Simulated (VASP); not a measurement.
Calculation: PBEsol GGA, VASP's PBE PAW potentials (set 64) (plane waves; VASP).

The input files of a VASP run:

### KPOINTS
```
kpoints
0
Gamma
 6 9 1
0 0 0
```

**POSCAR**
```
PdIn(110) slab
1.0
  4.5961940000   0.0000000000   0.0000000000
  0.0000000000   3.2500000000   0.0000000000
  0.0000000000   0.0000000000  24.1923880000
In Pd
4 4
Cartesian
  3.4471455000   1.6250000000   8.6490448263
  1.1490485000   1.6250000000  10.9471523396
  3.4471455000   1.6250000000  13.2452356604
  1.1490485000   1.6250000000  15.5433431737
  1.1490485000   0.0000000000   8.6490448263
  3.4471455000   0.0000000000  10.9471523396
  1.1490485000   0.0000000000  13.2452356604
  3.4471455000   0.0000000000  15.5433431737
```

INCAR:
```
SYSTEM = PdIn(110) slab
PREC = Normal; ENCUT = 400; LREAL = .FALSE.
LASPH = .TRUE.
EDIFF = 1E-5; NELM = 100; NELMIN = 4
ALGO = Normal; LMAXMIX = 4
ISMEAR = 1; SIGMA = 0.1
GGA = PS
IBRION = 2; NSW = 50; ISIF = 2
EDIFFG = -0.03
LWAVE = .TRUE.; LCHARG = .FALSE.
DIPOL = 0.5 0.5 0.5
LDIPOL = .TRUE.; IDIPOL = 3
```

POTCAR, in this order: In_d Pd (PBE.64 set). Program: vasp_std.

The resulting files:

OSZICAR:
```
       N       E                     dE             d eps       ncg     rms          rms(c)
DAV:   1     0.827023901018E+03    0.82702E+03   -0.37302E+04  2296   0.144E+03
DAV:   2     0.584551997383E+02   -0.76857E+03   -0.74373E+03  2369   0.408E+02
DAV:   3    -0.350975015019E+02   -0.93553E+02   -0.90894E+02  2549   0.180E+02
DAV:   4    -0.391699207232E+02   -0.40724E+01   -0.40508E+01  2643   0.400E+01
DAV:   5    -0.393702287422E+02   -0.20031E+00   -0.20028E+00  3387   0.755E+00    0.129E+01
DAV:   6    -0.383486336313E+02    0.10216E+01   -0.26640E+00  2666   0.124E+01    0.572E+00
DAV:   7    -0.381865987526E+02    0.16203E+00   -0.96015E-01  2942   0.101E+01    0.265E+00
DAV:   8    -0.381321457260E+02    0.54453E-01   -0.35078E-01  2659   0.473E+00    0.103E+00
DAV:   9    -0.381233906829E+02    0.87550E-02   -0.63854E-02  2778   0.267E+00    0.858E-01
DAV:  10    -0.381201771602E+02    0.32135E-02   -0.14581E-02  2705   0.114E+00    0.462E-01
DAV:  11    -0.381192075222E+02    0.96964E-03   -0.28187E-03  3222   0.324E-01    0.147E-01
DAV:  12    -0.381191629049E+02    0.44617E-04   -0.10328E-03  2422   0.218E-01    0.543E-02
DAV:  13    -0.381193744607E+02   -0.21156E-03   -0.26163E-04  2429   0.129E-01    0.306E-02
DAV:  14    -0.381196064150E+02   -0.23195E-03   -0.28292E-04  2316   0.593E-02    0.254E-02
DAV:  15    -0.381197722628E+02   -0.16585E-03   -0.60054E-05  2107   0.586E-02    0.169E-02
DAV:  16    -0.381199719397E+02   -0.19968E-03   -0.34716E-05  1844   0.328E-02    0.591E-03
DAV:  17    -0.381200781045E+02   -0.10616E-03   -0.14036E-05  1506   0.134E-02    0.536E-03
DAV:  18    -0.381201101248E+02   -0.32020E-04   -0.24074E-06  1540   0.990E-03    0.227E-03
DAV:  19    -0.381201403428E+02   -0.30218E-04   -0.79279E-06  1539   0.821E-03    0.145E-03
DAV:  20    -0.381201548227E+02   -0.14480E-04   -0.57811E-07  1422   0.564E-03    0.860E-04
DAV:  21    -0.381201857031E+02   -0.30880E-04   -0.15466E-06  1447   0.453E-03    0.621E-04
DAV:  22    -0.381201942881E+02   -0.85850E-05   -0.33030E-07  1415   0.295E-03
   1 F= -.38120194E+02 E0= -.38120885E+02  d E =-.381202E+02
       N       E                     dE             d eps       ncg     rms          rms(c)
DAV:   1    -0.381407004592E+02   -0.20515E-01   -0.30197E+01  2228   0.213E+01    0.122E+00
DAV:   2    -0.382177088215E+02   -0.77008E-01   -0.83375E-01  3419   0.620E+00    0.576E-01
DAV:   3    -0.382157000410E+02    0.20088E-02   -0.19130E-02  2661   0.154E+00    0.399E-01
DAV:   4    -0.382150980475E+02    0.60199E-03   -0.28247E-03  2947   0.531E-01    0.332E-01
DAV:   5    -0.382145094473E+02    0.58860E-03   -0.16848E-03  2719   0.320E-01    0.168E-01
DAV:   6    -0.382144418627E+02    0.67585E-04   -0.46474E-04  3016   0.130E-01    0.469E-02
DAV:   7    -0.382144427314E+02   -0.86864E-06   -0.35774E-05  2062   0.412E-02
   2 F= -.38214443E+02 E0= -.38214518E+02  d E =-.942484E-01
       N       E                     dE             d eps       ncg     rms          rms(c)
DAV:   1    -0.378604872762E+02    0.35395E+00   -0.16244E+02  2297   0.516E+01    0.318E+00
DAV:   2    -0.383110768586E+02   -0.45059E+00   -0.47694E+00  3410   0.137E+01    0.137E+00
DAV:   3    -0.383027066647E+02    0.83702E-02   -0.88759E-02  2932   0.303E+00    0.103E+00
DAV:   4    -0.382999754513E+02    0.27312E-02   -0.12844E-02  2976   0.118E+00    0.836E-01
DAV:   5    -0.382971122579E+02    0.28632E-02   -0.88250E-03  2695   0.735E-01    0.408E-01
DAV:   6    -0.382967221925E+02    0.39007E-03   -0.27020E-03  3079   0.320E-01    0.999E-02
DAV:   7    -0.382967330104E+02   -0.10818E-04   -0.19204E-04  2960   0.119E-01    0.424E-02
DAV:   8    -0.382967339686E+02   -0.95814E-06   -0.39016E-05  2069   0.571E-02
   3 F= -.38296734E+02 E0= -.38296513E+02  d E =-.176540E+00
       N       E                     dE             d eps       ncg     rms          rms(c)
DAV:   1    -0.382945334900E+02    0.21995E-02   -0.13809E+00  2228   0.453E+00    0.227E-01
DAV:   2    -0.382976301001E+02   -0.30966E-02   -0.33334E-02  3370   0.121E+00    0.102E-01
DAV:   3    -0.382975576286E+02    0.72472E-04   -0.80655E-04  2732   0.242E-01    0.705E-02
DAV:   4    -0.382975363779E+02    0.21251E-04   -0.11248E-04  2359   0.125E-01    0.563E-02
DAV:   5    -0.382975253815E+02    0.10996E-04   -0.71215E-05  2134   0.618E-02    0.290E-02
DAV:   6    -0.382975322503E+02   -0.68689E-05   -0.25533E-05  1763   0.295E-02
   4 F= -.38297532E+02 E0= -.38297303E+02  d E =-.177338E+00
       N       E                     dE             d eps       ncg     rms          rms(c)
DAV:   1    -0.382890842551E+02    0.84411E-02   -0.83299E+00  2298   0.113E+01    0.781E-01
DAV:   2    -0.383108996363E+02   -0.21815E-01   -0.24583E-01  3363   0.337E+00    0.296E-01
DAV:   3    -0.383104957254E+02    0.40391E-03   -0.31405E-03  3088   0.467E-01    0.216E-01
DAV:   4    -0.383103911610E+02    0.10456E-03   -0.31569E-04  3043   0.168E-01    0.174E-01
DAV:   5    -0.383103246431E+02    0.66518E-04   -0.38826E-04  2875   0.180E-01    0.876E-02
DAV:   6    -0.383102976248E+02    0.27018E-04   -0.13883E-04  2725   0.132E-01    0.221E-02
DAV:   7    -0.383102991379E+02   -0.15131E-05   -0.30271E-05  1802   0.453E-02
   5 F= -.38310299E+02 E0= -.38309807E+02  d E =-.127669E-01
       N       E                     dE             d eps       ncg     rms          rms(c)
DAV:   1    -0.383085881064E+02    0.17095E-02   -0.13766E+00  2305   0.457E+00    0.277E-01
DAV:   2    -0.383115921098E+02   -0.30040E-02   -0.33155E-02  3377   0.118E+00    0.932E-02
DAV:   3    -0.383115697690E+02    0.22341E-04   -0.44722E-04  3241   0.146E-01    0.766E-02
DAV:   4    -0.383115602876E+02    0.94814E-05   -0.23086E-05  1699   0.469E-02
   6 F= -.38311560E+02 E0= -.38310979E+02  d E =-.140280E-01
       N       E                     dE             d eps       ncg     rms          rms(c)
DAV:   1    -0.383115373120E+02    0.32457E-04   -0.67350E-03  2347   0.326E-01    0.238E-02
DAV:   2    -0.383115557126E+02   -0.18401E-04   -0.24980E-04  3268   0.139E-01    0.234E-02
DAV:   3    -0.383115518781E+02    0.38345E-05   -0.20055E-05  1445   0.566E-02    0.164E-02
DAV:   4    -0.383115521796E+02   -0.30145E-06   -0.28318E-06  1226   0.148E-02
   7 F= -.38311552E+02 E0= -.38310965E+02  d E =-.140199E-01
       N       E                     dE             d eps       ncg     rms          rms(c)
DAV:   1    -0.383114164043E+02    0.13547E-03   -0.25382E-01  2200   0.181E+00    0.807E-02
DAV:   2    -0.383119218043E+02   -0.50540E-03   -0.53398E-03  3261   0.436E-01    0.380E-02
DAV:   3    -0.383119101396E+02    0.11665E-04   -0.15624E-04  2636   0.113E-01    0.282E-02
DAV:   4    -0.383119058008E+02    0.43388E-05   -0.15090E-05  1366   0.454E-02
   8 F= -.38311906E+02 E0= -.38311325E+02  d E =-.353621E-03
```

**OUTCAR**
```
------------------------ aborting loop because EDIFF is reached ----------------------------------------
  FORCE on cell =-STRESS in cart. coord.  units (eV):
  Direction    XX          YY          ZZ          XY          YZ          ZX
  --------------------------------------------------------------------------------------
  Total       -6.6961354     -4.6259600     -0.2761089      0.0000000      0.0000000      0.0000000
  in kB      -29.6875500    -20.5093550     -1.2241386      0.0000000      0.0000000      0.0000000
  external PRESSURE =     -17.1403479 kB  Pullay stress =       0.0000000 kB
  volume of cell :      361.38
      direct lattice vectors                 reciprocal lattice vectors
     4.596194000  0.000000000  0.000000000     0.217571321  0.000000000  0.000000000
     0.000000000  3.250000000  0.000000000     0.000000000  0.307692308  0.000000000
     0.000000000  0.000000000 24.192388000     0.000000000  0.000000000  0.041335316
 POSITION                                       TOTAL-FORCE (eV/Angst)
 -----------------------------------------------------------------------------------
      3.44715      1.62500      8.53537        -0.000000      0.000000     -0.006980
      1.14905      1.62500     10.91796         0.000000      0.000000     -0.005820
      3.44715      1.62500     13.27442        -0.000000     -0.000000      0.005820
      1.14905      1.62500     15.65702        -0.000000     -0.000000      0.006980
      1.14905      0.00000      8.76086         0.000000      0.000000      0.023545
      3.44715      0.00000     11.02768        -0.000000      0.000000     -0.012096
      1.14905      0.00000     13.16471        -0.000000      0.000000      0.012096
      3.44715      0.00000     15.43152        -0.000000      0.000000     -0.023545
 -----------------------------------------------------------------------------------
    total drift:                                0.000000     -0.000000     -0.000000
  FREE ENERGIE OF THE ION-ELECTRON SYSTEM (eV)
  ---------------------------------------------------
  free  energy   TOTEN  =       -38.3119058008 eV

  energy  without entropy=      -38.3101621544  energy(sigma->0) =      -38.31132459

 reached required accuracy - stopping structural energy minimisation
```
(Selected blocks of OUTCAR.)

### CONTCAR
```
PdIn(110) slab
   1.00000000000000
     4.5961939999999997    0.0000000000000000    0.0000000000000000
     0.0000000000000000    3.2500000000000000    0.0000000000000000
     0.0000000000000000    0.0000000000000000   24.1923880000000011
  In              Pd
     4     4
Direct
     0.7500000000000000    0.5000000000000000    0.3528121488927854
     0.2500000000000000    0.5000000000000000    0.4512975199738244
     0.7500000000000000    0.5000000000000000    0.5487024800261754
     0.2500000000000000    0.5000000000000000    0.6471878511072146
     0.2500000000000000    0.0000000000000000    0.3621330751649599
     0.7500000000000000    0.0000000000000000    0.4558324797631423
     0.2500000000000000    0.0000000000000000    0.5441675202368577
     0.7500000000000000    0.0000000000000000    0.6378669248350400
```

The cell is a thin slab with vacuum, built from PdIn (CsCl type): (110) face.
